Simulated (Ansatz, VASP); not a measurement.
# HF: VASP beside Ansatz

Wanted: the spread between two codes on one cell, functional and k mesh. The structure shown is frame 93 of Ansatz's trajectory.

Main program and level: Ansatz 0.2.0; plane waves, with VASP 6.6.1 beside it; single point at PBE.

### 1. The starting structure

The cell holds 108 atoms: 54 F and 54 H. Its edges and angles: a = 12.108 Å, b = 12.108 Å, c = 12.108 Å, α = 90.0°, β = 90.0°, γ = 90.0°. As first built, before any earlier steps moved the atoms (in the runner's words): 54 hydrogen fluoride placed at random, at 1.01 g/cm^3; overlaps pushed apart, then 10 ps at 393 K with a harmonic two-site HF with charges of 0.5 e and a 12-6 site on F. Snapshot after 20 ps at 293 K and fixed volume.

### 2. Ansatz: dynamics, PBE

Ansatz runs on its default PAW (the set named soft_2) files.

One frame of this run of dynamics is then solved in both programs, so the motion causes no difference.

Contents of input.yaml:

```yaml
crystal:
  lattice:
    - [12.10814, 0.0, 0.0]
    - [0.0, 12.10814, 0.0]
    - [0.0, 0.0, 12.10814]
  atoms:
    - { symbol: F, position: [0.80505, 0.18009, 0.82102] }
    - { symbol: H, position: [0.87931, 0.18275, 0.83744] }
    - { symbol: F, position: [0.44248, 0.37823, 0.62378] }
    - { symbol: H, position: [0.39848, 0.38381, 0.68969] }
    - { symbol: F, position: [0.26842, 0.33289, 0.96004] }
    - { symbol: H, position: [0.27318, 0.34632, 0.0379] }
    - { symbol: F, position: [0.38082, 0.10513, 0.15913] }
    - { symbol: H, position: [0.31571, 0.05606, 0.16143] }
    - { symbol: F, position: [0.14099, 0.20627, 0.53103] }
    - { symbol: H, position: [0.18153, 0.16824, 0.58574] }
    - { symbol: F, position: [0.75265, 0.5177, 0.66212] }
    - { symbol: H, position: [0.8279, 0.51669, 0.64024] }
    - { symbol: F, position: [0.87071, 0.49394, 0.27244] }
    - { symbol: H, position: [0.87059, 0.55712, 0.31746] }
    - { symbol: F, position: [0.18293, 0.74606, 0.89645] }
    - { symbol: H, position: [0.16345, 0.66993, 0.91382] }
    - { symbol: F, position: [0.8718, 0.78342, 0.51813] }
    - { symbol: H, position: [0.81677, 0.82478, 0.55434] }
    - { symbol: F, position: [0.24256, 0.92071, 0.57757] }
    - { symbol: H, position: [0.32111, 0.89954, 0.57317] }
    - { symbol: F, position: [0.00449, 0.96474, 0.41696] }
    - { symbol: H, position: [0.02536, 0.88987, 0.4094] }
    - { symbol: F, position: [0.87758, 0.29171, 0.40724] }
    - { symbol: H, position: [0.92842, 0.23333, 0.40991] }
    - { symbol: F, position: [0.74942, 0.40509, 0.48354] }
    - { symbol: H, position: [0.81192, 0.36988, 0.44882] }
    - { symbol: F, position: [0.1328, 0.56779, 0.93608] }
    - { symbol: H, position: [0.097, 0.49775, 0.92738] }
    - { symbol: F, position: [0.13892, 0.55198, 0.59116] }
    - { symbol: H, position: [0.18426, 0.49217, 0.56587] }
[... 72 atom lines left out ...]
    - { symbol: F, position: [0.3168, 0.36065, 0.78076] }
    - { symbol: H, position: [0.28619, 0.34901, 0.84712] }
    - { symbol: F, position: [0.3428, 0.30249, 0.32057] }
    - { symbol: H, position: [0.39991, 0.28236, 0.37224] }
    - { symbol: F, position: [0.99088, 0.14952, 0.39824] }
    - { symbol: H, position: [0.00702, 0.07134, 0.40214] }
kpoints:
  mp_grid: { grid: [1, 1, 1] }
hamiltonian:
  xc: pbe
scf:
  occupations: { method: fermi_dirac, width: 0.025 }
output:
  forces: true
md:
  timestep: 0.5
  n_steps: 280
  ensemble: nvt_langevin
  temperature: 293
  initial_velocities: maxwell_boltzmann
  seed: 8453
```

On the command line:

```sh
> ansatz run input.yaml --threads 4 --pin off --max-ram 8192MiB --backend cpu --events-out ev --progress --plain --runs-dir out
```

Numbers of over 12 decimals in the logs are rounded to 6 here.

What it wrote:

```text
Warning: md: disabling space-group detection — thermal motion breaks the input geometry's symmetry, so no spatial operation reduces the k-mesh or symmetrises the density; time reversal is kept, so that k and −k are solved as one point where they differ and the mesh holds both, and exact exchange and, on two spinor components, a DFT+U term hold to it where the run has them: on two components no moment then forms, and  [...]
Engine: ansatz 0.2.0, aarch64-unknown-linux-gnu
Pseudopotentials: kind: paw
Pseudopotential: F, paw, valence charge 7, recommended cutoff 420 eV (normal), F.paw.azcp
Pseudopotential: H, paw, valence charge 1, recommended cutoff 420 eV (normal), H.paw.azcp
Functional definition: PBE
  parameter kappa = 0.804
  parameter beta = 0.066725
  exchange = pbe_x(kappa = kappa, mu = beta*pi^2/3)
  correlation = pbe_c(beta = beta)
Crystal: 108 atoms, lattice volume = 1775.139 Å³
Basis set: ecut = 420 eV, 34697 PW (Γ), exchange–correlation on 162×162×162 points (8 copies of the dense FFT grid, shifted against one another)
Bands: 324, of which v1, the nominal top of the filled ones, is band 216 counted from 1 (215 counted from 0)
Symmetry: 1 space group operations
k-points: 1
Non-local potential: F, projectors of the file, l = 0: 2, l = 1: 2, l = 2: 1
Non-local potential: H, projectors of the file, l = 0: 2, l = 1: 1
PAW form: soft (Blöchl's): semilocal exchange-correlation on the pseudo side does not see the compensation charge
PAW one-centre angular grid: F, 110 points (default); XC on 64 Gauss nodes
PAW one-centre angular grid: H, 110 points (default); XC on 64 Gauss nodes
Initial density: superposition of atomic densities (neutral atoms: chi_scale 0, normalization atom), corrected by the library's trained network
Initial wavefunctions: pseudopotential atomic-orbital guess
Functional: x = pbe(κ = 0.804, μ = 0.219515), c = pbe(β = 0.066725)
SCF iter   1: F=—  HF=-44518.208166 eV  |F-HF|=—  |Δ(HF+E_count)|=         —  Δρ=4.05e-3  dr2=2.51e-1  ethr=1.77e-3  ⟨swp⟩=6.0  Hψ=1354  notcnv=0  defer=57
preconditioner: auto → Resta (q_TF=auto, 2.156 Å⁻¹)  ε∞=1.9  [insulator: Δε(μ)=7.368 eV  Ē_g=19.755 eV  σ=0.025 eV  W_gap=1.00  n_scr=304 (ndim 8)  ℏωp=18.3 eV  f_vac=0.508  D(μ)=0.00/eV (n_scr^D=0)  ε∞_Penn≈1.9]
SCF iter   2: F=—  HF=-44518.126728 eV  |F-HF|=—  |Δ(HF+E_count)|=   8.14e-2  Δρ=1.74e-3  dr2=5.48e-2  ethr=5.81e-5  ⟨swp⟩=2.0  Hψ=516  notcnv=0  defer=101
SCF iter   3: F=—  HF=-44518.124032 eV  |F-HF|=—  |Δ(HF+E_count)|=   2.70e-3  Δρ=6.89e-4  dr2=1.13e-2  ethr=1.27e-5  ⟨swp⟩=2.0  Hψ=404  notcnv=0  defer=101
SCF iter   4: F=—  HF=-44518.121836 eV  |F-HF|=—  |Δ(HF+E_count)|=   2.20e-3  Δρ=2.51e-4  dr2=1.12e-3  ethr=2.61e-6  ⟨swp⟩=2.0  Hψ=414  notcnv=0  defer=101
SCF iter   5: F=—  HF=-44518.121501 eV  |F-HF|=—  |Δ(HF+E_count)|=   3.35e-4  Δρ=1.18e-4  dr2=1.74e-4  ethr=2.59e-7  ⟨swp⟩=2.0  Hψ=424  notcnv=0  defer=101
SCF iter   6: F=—  HF=-44518.121456 eV  |F-HF|=—  |Δ(HF+E_count)|=   4.53e-5  Δρ=3.97e-5  dr2=1.86e-5  ethr=4.04e-8  ⟨swp⟩=3.0  Hψ=470  notcnv=0  defer=101
SCF iter   7: F=—  HF=-44518.124091 eV  |F-HF|=—  |Δ(HF+E_count)|=   2.63e-3  Δρ=1.28e-5  dr2=2.29e-6  ethr=4.30e-9  ⟨swp⟩=2.0  Hψ=543  notcnv=0  defer=101
SCF iter   8: F=—  HF=-44518.124093 eV  |F-HF|=—  |Δ(HF+E_count)|=   2.74e-6  Δρ=5.08e-6  dr2=3.02e-7  ethr=5.29e-10  ⟨swp⟩=3.0  Hψ=470  notcnv=0  defer=101
SCF iter   9: F=-44518.124094 eV  HF=-44518.124094 eV  |F-HF|=1.65e-7  |Δ(HF+E_count)|=   5.29e-7  Δρ=1.59e-6  dr2=4.02e-8  ethr=2.31e-11  ⟨swp⟩=5.0  Hψ=950  notcnv=0
SCF 1 converged in 9 iterations: F = -44518.124094 eV  dr2 = 4.02e-8
  greatest PAW one-centre occupation: 0.932 electrons in one spin orbital (limit 2), on the F atom at site 8 (counted from 0), in its partial waves of l = 0
md step     0: t =     0.00 fs  T =   290.3 K  F+E_penalty+E_count = -44518.12409408 eV  E_kin = 4.052430 eV  (9 SCF iters)
[...]
md step   277: t =   138.50 fs  T =   340.9 K  F+E_penalty+E_count = -44522.38912805 eV  E_kin = 4.759500 eV  (5 SCF iters)
[...]
md step   278: t =   139.00 fs  T =   334.3 K  F+E_penalty+E_count = -44522.35143968 eV  E_kin = 4.666574 eV  (5 SCF iters)
[...]
md step   279: t =   139.50 fs  T =   334.5 K  F+E_penalty+E_count = -44522.37790136 eV  E_kin = 4.670322 eV  (5 SCF iters)
[...]
md step   280: t =   140.00 fs  T =   336.6 K  F+E_penalty+E_count = -44522.45387608 eV  E_kin = 4.698627 eV  (7 SCF iters)
SCF converged after 7 iterations
Free energy (F): -44522.453876 eV
Harris-Foulkes:  -44522.453876 eV  (|F-HF|=1.67e-8)
Internal energy: -44522.453876 eV  (E = F + TS)
E sigma→0 (E₀):  -44522.453876 eV
Fermi energy:    -2.407672 eV
--- Per-component energies (eV) ---
  E_band       = -5571.810510
  E_kinetic    = 11792.987410
  E_local      = -53342.104919  (includes V_loc(G=0)·N_el)
  E_nonlocal   = 4047.021760
  E_hartree    = 20803.737368
  E_xc         = -4734.587334
  E_vxc        = -6069.931939  (∫ρ·V_xc dr)
  E_paw        = -10860.871893  (= ΣΔE_a)
  E_vpaw       = -3607.309815  (= ΣTr[D̂ρ^β])
  E_aug_tail   = 0.053320  (compensation charges beyond the density's cutoff)
  E_ewald      = -12228.689587
  E_smearing   = -0.000000  (= −TS)
  E_closure    = 0.000000  (closes the sum)
  Σ components = -44522.453876   (vs F -44522.453876, Δ=0.00e0)
--- Forces (eV/Å), atoms counted from 1 ---
  atom   1  F      0.59683958     1.13149964     0.22258078
  atom   2  H     -0.80764055    -0.84699264    -0.11477563
  atom   3  F      0.47345193     0.01554349    -0.37297743
  atom   4  H     -0.11383251     0.12213682     0.09158429
  atom   5  F     -0.07216448     0.02838840    -0.37323305
  atom   6  H      0.01656631    -0.02895968     0.23178236
  atom   7  F     -1.81730420     0.20507195    -0.07506422
  atom   8  H      1.88633091    -0.15933640    -0.01224901
  atom   9  F     -1.70788020     1.11285536    -0.36071038
  atom  10  H      1.39055466    -1.59177100     0.54791768
  atom  11  F      1.07600468    -0.37506823    -0.56078685
  atom  12  H     -0.67705239     0.04637523     0.49515651
  atom  13  F      0.81092215     0.79155644     0.54544755
  atom  14  H     -0.60355421    -0.68502571    -0.38214937
  atom  15  F      0.41949065     0.76573174    -0.21200068
  atom  16  H     -0.45025365    -0.72221706     0.50869253
  atom  17  F      0.30784673    -0.44698758    -0.48846829
  atom  18  H     -0.20081494     0.54975240     0.21766685
  atom  19  F      0.42239812     0.29683654     0.24549637
  atom  20  H     -0.36393610    -0.13729845    -0.05798894
  atom  21  F     -0.61040177     0.81997020    -0.13729482
  atom  22  H      0.85185465    -0.82481852     0.20288677
  atom  23  F     -0.48183230     0.90766949    -0.25287355
  atom  24  H      0.72338294    -1.02257548     0.05218027
[...]
atom 101  F     -1.14397200     1.14407851     1.23695398
  atom 102  H      1.05054986    -1.38006877    -1.19396115
  atom 103  F     -0.53674508    -0.00489618     1.03418066
  atom 104  H      0.36332060     0.00040627    -0.40556317
  atom 105  F     -0.64458602     0.03512854    -0.61593322
  atom 106  H      0.83807272    -0.23739664     0.81298593
  atom 107  F     -0.18973644    -0.32282190     0.15958623
  atom 108  H      0.15243132     0.26328149    -0.04178711
  max |Σ_I F_I| component: 2.69e-5 eV/Å
--- MD trajectory: 280 steps, t = 0.0 → 140.0 fs ---
  final state: T = 336.6 K   F+E_penalty+E_count = -44522.45387608 eV   E_kin = 4.698627 eV
```

Reading the cycles: dr2 is the Hartree energy of the density residual (eV), the measure of convergence; HF is the Harris–Foulkes estimate of the energy, which meets the free energy F at convergence.

### 3. VASP: single point, PBE

The same cell, functional, mesh and smearing now go to VASP, with its own data sets.

Lines of VASP's logs that name or quote its potential files are left out, and so is its time.

Contents of INCAR:

```
SYSTEM = HF
PREC = Accurate
ENCUT = 520
EDIFF = 1E-06
NELM = 120
ISMEAR = -1
SIGMA = 0.025
LREAL = Auto
ALGO = Normal
GGA = PE
NBANDS = 296
LORBIT = 11
LWAVE = .FALSE.
LCHARG = .FALSE.
ISIF = 2
LASPH = .TRUE.
GGA_COMPAT = .FALSE.
EFERMI = MIDGAP
NCORE = 2
```

Contents of POSCAR:

```
HF
1.0
   12.1081400000      0.0000000000      0.0000000000
    0.0000000000     12.1081400000      0.0000000000
    0.0000000000      0.0000000000     12.1081400000
F H
54 54
Direct
    0.8052268969      0.1631381864      0.8204067677
    0.4492927898      0.3861451883      0.6239604101
    0.2637234125      0.3459490888      0.9747327005
    0.4030098760      0.0895265499      0.1759477509
    0.1238753434      0.2080666395      0.5390423302
    0.7625118309      0.5358048387      0.6583587570
    0.8450430867      0.4857063100      0.2686457210
    0.1886416906      0.7378424762      0.8872461006
    0.8596283162      0.7986445482      0.5341860930
    0.2492042543      0.9081989472      0.5733498291
    0.9888256991      0.9364031139      0.4174134095
    0.8708604294      0.2931251208      0.3885567891
    0.7407496114      0.3993842159      0.4921069628
    0.1256344905      0.5666848913      0.9560345354
    0.1489080899      0.5763973657      0.6168577502
    0.5984403880      0.8647818740      0.4037284009
    0.5358048387      0.9189190082      0.2310759539
    0.8530211907      0.3345765741      0.9362214180
    0.8856603904      0.9968913475      0.6850350260
    0.6972829848      0.9127826404      0.5733250524
    0.6100771877      0.4468564123      0.7536169882
    0.2142443018      0.0269405540      0.1618663147
    0.2257737357      0.3607655676      0.1755182877
    0.3866324638      0.5119448569      0.0572424832
    0.9561749369      0.5179243055      0.5972676233
    0.4539177776      0.8630475036      0.5686257344
    0.9969161242      0.2100157415      0.8711329734
    0.1761377057      0.1072006105      0.8740896620
    0.0391637361      0.0151137995      0.0716377577
    0.0842738852      0.9610229152      0.6746948747
[... 72 atom lines left out ...]
    0.9910688182      0.3523992950      0.9039786458
    0.3473531030      0.5851105124      0.1366023188
    0.8558952903      0.7100677726      0.4336586792
    0.3176292973      0.3588495012      0.8567046631
    0.3914143708      0.2833878696      0.3752929847
    0.9966303660      0.0626272904      0.3953456105
```

Contents of KPOINTS:

```
Automatic mesh
0
Gamma
1 1 1
0 0 0
```

The projector-augmented-wave data sets are F and H (PBE family, release 64).

On the command line:

```sh
> mpirun -np 8 vasp_gam
```

What it wrote:

```text
[banner, memory and clock lines left out]
running    8 mpi-ranks, on    1 nodes
[...]
LDA part: xc-table for (Slater+PW92), standard interpolation
 POSCAR, INCAR and KPOINTS ok, starting setup
[...]
entering main loop
       N       E                     dE             d eps       ncg     rms          rms(c)
DAV:   1     0.390891815388E+04    0.39089E+04   -0.24744E+05   656   0.135E+03
DAV:   2    -0.955484620304E+02   -0.40045E+04   -0.38571E+04   712   0.346E+02
DAV:   3    -0.463635817086E+03   -0.36809E+03   -0.36610E+03   688   0.109E+02
DAV:   4    -0.468925450437E+03   -0.52896E+01   -0.52769E+01   688   0.149E+01
[...]
DAV:  18    -0.442402513806E+03    0.71869E-05   -0.27185E-05   680   0.211E-02    0.493E-03
DAV:  19    -0.442402513552E+03    0.25387E-06   -0.10773E-05   712   0.106E-02    0.521E-03
DAV:  20    -0.442402512759E+03    0.79249E-06   -0.11497E-06   440   0.633E-03
   1 F= -.44240251E+03 E0= -.44240251E+03  d E =0.000000E+00
```

Parts of OUTCAR (step 3):

```text
  FREE ENERGIE OF THE ION-ELECTRON SYSTEM (eV)
  ---------------------------------------------------
  free  energy   TOTEN  =      -442.4025127593 eV

  energy  without entropy=     -442.4025127593  energy(sigma->0) =     -442.40251276

[... 1 further part left out ...]
```

The run ends at a pressure of 0.68 GPa, with forces up to 3.9 eV/Å.

### 4. Side by side

Known differences besides the potentials themselves: the cutoff is 420 eV in Ansatz and 520 eV in VASP (PREC = Accurate, projectors in real space). Total energies have different zeros and are not compared.

Forces on 7 of the 108 atoms, those with the largest forces and the largest differences (eV/Å; atoms numbered as in POSCAR):

| atom | Ansatz x, y, z | VASP x, y, z |
| --- | --- | --- |
| F18 | 1.718, 0.810, -1.151 | 1.967, 0.829, -1.340 |
| F30 | -1.588, 0.779, 1.555 | -1.856, 0.902, 1.740 |
| F38 | -1.536, 1.270, 1.519 | -1.505, 1.193, 1.381 |
| F51 | 0.613, -2.556, -2.273 | 0.688, -2.918, -2.558 |
| F53 | 1.660, -0.925, 2.157 | 1.547, -0.870, 2.025 |
| H84 | 1.821, -0.612, -1.131 | 2.080, -0.730, -1.321 |
| H105 | -0.514, 2.446, 2.354 | -0.588, 2.789, 2.635 |

The forces differ by 129 meV/Å r.m.s., which is 17.6 % of the r.m.s. force of 0.732 eV/Å (both taken over all components).

### 5. Outcome

```yaml
r_m_s_force_difference_single_point_pbe: 18 % of the r.m.s. force
```

**Reading.** The r.m.s. force difference is 18 % of the r.m.s. force (single point, PBE), beyond the 3 % picked in this series as the mark of a large difference. What causes the difference of the single point, PBE pair stays open here. 2 further runs of this series are not shown here. Such differences can come from data sets, numerical settings and the points named under the comparisons, not from the functional's error against experiment.

[Lines on the potential files, build, host, timing and source positions are cut from VASP's logs without a mark.]

[Logs are printed without paths, hosts, clocks, repeated set-up lines and the standing remarks that a program may print on its own settings, such as how far it seeks lower states.]

[Hosts, paths, dates, database ids (printed as entryN), source tags and the programs' standing remarks are cut or masked in the printed files.]
